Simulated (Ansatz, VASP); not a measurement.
**One calculation of GeMo, two programs**

```xyz
2
Lattice="2.6198 0.0000 0.0000 0.0000 2.6198 0.0000 0.0000 0.0000 2.6198" Properties=species:S:1:pos:R:3 pbc="T T T"
Mo    0.0000    0.0000    0.0000
Ge    1.3099    1.3099    1.3099
```

Change from the starting cell: volume scaled by 0.6, crystal datasets.

Alike in both runs: task single point; functional r2SCAN; k mesh 14 × 14 × 14; occupations fermi-dirac, width 0.05 eV; no spin polarisation.

|  | VASP | Ansatz |
| --- | --- | --- |
| version | VASP 6.6.1 | Ansatz 0.2.0 |
| potentials or method | VASP PAW PBE potentials, release 64 (Mo_sv, Ge_d), cutoff 520 eV | all-electron PAW with datasets made for the crystal, scalar-relativistic |

Ansatz gave:

| Item | Value |
| --- | --- |
| pressure (GPa) | 314.4 |

Problem. What did VASP give for the same quantities?

Solution. Pressure (GPa): 319.4.

Ansatz ran all-electron here, so the differences hold the error of VASP's frozen core and of both bases.

Caveats: the cell as given lies far from equilibrium; so large a pressure means that the cell lies far from this level's equilibrium, or that cutoff or potentials fall short (VASP); the potentials were made for another functional, which shifts forces and pressure (VASP).
